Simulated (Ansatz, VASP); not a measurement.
CaSn2O5: VASP beside Ansatz

```
Ca Sn O
1.0
     3.71788    0.00000    0.00000
     0.00000   12.01854    0.00000
     0.00000    0.00000    5.24372
Ca Sn O
2 4 10
Direct
  0.00000 0.50000 0.83295
  0.50000 0.00000 0.16705
  0.50000 0.65413 0.35047
  0.50000 0.34587 0.35047
  0.00000 0.15413 0.64953
  0.00000 0.84587 0.64953
  0.50000 0.62168 0.99196
  0.50000 0.37832 0.99196
  0.50000 0.50000 0.51821
  0.00000 0.67524 0.52537
  0.00000 0.32476 0.52537
  0.00000 0.12168 0.00804
  0.00000 0.87832 0.00804
  0.00000 0.00000 0.48179
  0.50000 0.82476 0.47463
  0.50000 0.17524 0.47463
```

Alike in both runs: functional PBE; k mesh 3 × 1 × 3; occupations gaussian, width 0.15 eV; no spin polarisation.

Ansatz relaxed the structure, and its values are those at the end. VASP's run is a single point on that final structure, the one shown.

|  | VASP | Ansatz |
| --- | --- | --- |
| version | VASP 6.6.1 | Ansatz 0.2.0 |
| potentials or method | VASP PAW PBE potentials, release 64 (Ca_sv, Sn_d, O) | scalar-relativistic, plane waves, PAW |
| plane-wave cutoff (eV) | 520 | 420 |
| valence electrons in the cell | 136 | 136 |

```csv
,VASP,Ansatz,Ansatz less VASP
gap on the k mesh at the Fermi level (eV),0.79,0.83,+0.038
least direct gap on the mesh (eV),0.79,0.83,+0.038
pressure (GPa),0.3,-0.2,-0.43
rms of the force components (eV/Å),0.043,0.020,-0.0235
```

Caveats: the k mesh is coarse (spacing up to 0.56 Å⁻¹), so the values aren't converged; spin-orbit coupling is left out, which moves the levels of the heavy elements. Expect the measured gap to be larger: semilocal functionals such as PBE lack the derivative discontinuity.
